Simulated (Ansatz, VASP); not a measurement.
**BiO4: VASP beside Ansatz**

```xyz
5
Lattice="3.6413 0.0000 0.0000 -1.8207 3.1535 0.0000 0.0000 0.0000 6.3071" Properties=species:S:1:pos:R:3 pbc="T T T"
Bi    0.0000    0.0000    0.0000
O     0.0000    2.1023    1.4153
O     0.0000    2.1023    4.8917
O     1.8207    1.0512    4.8917
O     1.8207    1.0512    1.4153
```

Alike in both runs: functional PBE; k mesh 6 × 6 × 4; occupations gaussian, width 0.1 eV; no spin polarisation.

Ansatz relaxed the structure, and its values are those at the end. VASP's run is a single point on that final structure, the one shown.

```csv
,VASP,Ansatz
version,VASP 6.6.1,Ansatz 0.2.0
potentials or method,"VASP PAW PBE potentials, release 64 (Bi_d, O)","scalar-relativistic, plane waves, PAW"
plane-wave cutoff (eV),520,420
valence electrons in the cell,39,39
```

|  | VASP | Ansatz | Ansatz less VASP |
| --- | --- | --- | --- |
| gap on the k mesh at the Fermi level (eV) | none | none | - |
| pressure (GPa) | 0.0 | 0.0 | +0.03 |
| rms of the force components (eV/Å) | 0.002 | 0.009 | +0.0068 |

A gap of «none» marks a metal or a gap that the smearing closes.

Caveats: spin-orbit coupling is left out, which moves the levels of the heavy elements; an odd number of electrons without spin polarisation forces a metal; a magnetic or distorted state may lie lower.
